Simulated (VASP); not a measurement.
```
CELL_PARAMETERS angstrom
      0.00000     2.60382     2.60382
      2.60382     0.00000     2.60382
      2.60382     2.60382     0.00000
ATOMIC_POSITIONS crystal
  B  0.00000 0.00000 0.00000
  Bi 0.50000 0.50000 0.50000
```

These are PBEsol GGA, VASP's PBE PAW potentials (set 64) (plane waves; VASP 6.6.1) values and carry that method's errors. Numerical set-up: 520 eV cut-off, 11×11×11 Γ-centred mesh, first-order Methfessel-Paxton smearing of 0.10 eV, potentials B Bi_d.

Unless said otherwise, spin-orbit coupling is left out, though it shifts the bands of the heavy elements here.

Estimate the energy per atom (σ→0), band gap (on the k-mesh) with the smallest direct gap where there is one.

```yaml
band gap (on the k-mesh): none (metal, semimetal or under 0.01 eV)
energy per atom (σ→0): -4.525 eV/atom
```

Total energies compare only between runs with the same potentials, cut-off and functional.

The structure was generated: BBi was put into the rock salt type (Fm-3m), which need not be its known phase. It was relaxed first, which changed the volume by +12 %. The start is the result of an earlier pass.
